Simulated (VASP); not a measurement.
Method: PBE GGA, VASP's PBE PAW potentials (set 64) (plane waves; VASP).

The input files of a VASP run:

**KPOINTS**
```
Automatic mesh
0
Gamma
9 9 9
0 0 0
```

File POSCAR:
```
MgS
1
    0.0000000000     2.5805000000     2.5805000000
    2.5805000000     0.0000000000     2.5805000000
    2.5805000000     2.5805000000     0.0000000000
Mg S
1 1
Direct
  0.0000000000   0.0000000000   0.0000000000
  0.5000000000   0.5000000000   0.5000000000
```

**INCAR**
```
SYSTEM  =  MgS
PREC  =  Accurate; ENCUT  =  300; LREAL  =  .False.
LASPH  =  .True.
EDIFF  =  1E-6; NELM  =  100; ALGO  =  Normal
ISMEAR  =  -1; SIGMA  =  0.01
GGA  =  PE
ISIF  =  2
LWAVE  =  .False.; LCHARG  =  .False.
```

POTCAR, in this order: Mg S (PBE.64 set). Program: vasp_std.

Output

File OUTCAR:
```
 ion  position               nearest neighbor table
   1  0.000  0.000  0.000-   2 2.58   2 2.58   2 2.58   2 2.58   2 2.58   2 2.58
   2  0.500  0.500  0.500-   1 2.58   1 2.58   1 2.58   1 2.58   1 2.58   1 2.58
  LATTYP: Found a face centered cubic cell.
 ALAT       =     5.1610000000
 Subroutine PRICEL returns:
 Original cell was already a primitive cell.
 Subroutine GETGRP returns: Found 48 space group operations
The static configuration has the point symmetry O_h .
The dynamic configuration has the point symmetry O_h .
 Subroutine INISYM returns: Found 48 space group operations
 Subroutine IBZKPT returns following result:
 Found     35 irreducible k-points:

 Following reciprocal coordinates:
            Coordinates               Weight
  0.000000  0.000000  0.000000      1.000000
  0.111111  0.000000  0.000000      8.000000
  0.222222  0.000000  0.000000      8.000000
  0.333333  0.000000  0.000000      8.000000
  0.444444  0.000000  0.000000      8.000000
  0.111111  0.111111  0.000000      6.000000
  0.222222  0.111111  0.000000     24.000000
  0.333333  0.111111  0.000000     24.000000
  0.444444  0.111111  0.000000     24.000000
...
```

### OSZICAR
```
       N       E                     dE             d eps       ncg     rms          rms(c)
DAV:   1     0.137352398506E+02    0.13735E+02   -0.28016E+03   592   0.507E+02
DAV:   2    -0.837538345780E+01   -0.22111E+02   -0.20281E+02   816   0.886E+01
DAV:   3    -0.888234426275E+01   -0.50696E+00   -0.50696E+00   672   0.180E+01
DAV:   4    -0.888411570736E+01   -0.17714E-02   -0.17714E-02   912   0.116E+00
DAV:   5    -0.888411657160E+01   -0.86423E-06   -0.86434E-06   712   0.240E-02    0.457E+00
DAV:   6    -0.852946112065E+01    0.35466E+00   -0.90032E-01   576   0.474E+00    0.361E+00
DAV:   7    -0.848936200195E+01    0.40099E-01   -0.23750E-01   728   0.261E+00    0.235E+00
DAV:   8    -0.848964791635E+01   -0.28591E-03   -0.12446E-02   648   0.931E-01    0.871E-01
DAV:   9    -0.848950422635E+01    0.14369E-03   -0.46412E-04   680   0.175E-01    0.262E-01
DAV:  10    -0.848954389166E+01   -0.39665E-04   -0.13126E-04   816   0.756E-02    0.166E-02
DAV:  11    -0.848954112916E+01    0.27625E-05   -0.20538E-05   688   0.234E-02    0.100E-02
DAV:  12    -0.848954111377E+01    0.15393E-07   -0.37305E-07   344   0.530E-03
   1 F= -.84895411E+01 E0= -.84895411E+01  d E =-.146429E-10
```

### OUTCAR
```
------------------------ aborting loop because EDIFF is reached ----------------------------------------
  FORCE on cell =-STRESS in cart. coord.  units (eV):
  Direction    XX          YY          ZZ          XY          YZ          ZX
  --------------------------------------------------------------------------------------
  Total        0.5845836      0.5845836      0.5845836      0.0000000      0.0000000      0.0000000
  in kB       27.2530811     27.2530811     27.2530811      0.0000000      0.0000000      0.0000000
  external PRESSURE =      27.2530811 kB  Pullay stress =       0.0000000 kB
  volume of cell :       34.37
      direct lattice vectors                 reciprocal lattice vectors
     0.000000000  2.580500000  2.580500000    -0.193760899  0.193760899  0.193760899
     2.580500000  0.000000000  2.580500000     0.193760899 -0.193760899  0.193760899
     2.580500000  2.580500000  0.000000000     0.193760899  0.193760899 -0.193760899
 POSITION                                       TOTAL-FORCE (eV/Angst)
 -----------------------------------------------------------------------------------
      0.00000      0.00000      0.00000        -0.000000     -0.000000      0.000000
      2.58050      2.58050      2.58050         0.000000      0.000000     -0.000000
 -----------------------------------------------------------------------------------
    total drift:                               -0.000000     -0.000000      0.000000
  FREE ENERGIE OF THE ION-ELECTRON SYSTEM (eV)
  ---------------------------------------------------
  free  energy   TOTEN  =        -8.4895411138 eV

  energy  without entropy=       -8.4895411138  energy(sigma->0) =       -8.48954111
```
(Selected blocks of OUTCAR.)

The structure is a typed MgS crystal (Fm-3m). The cell was not relaxed at this level.
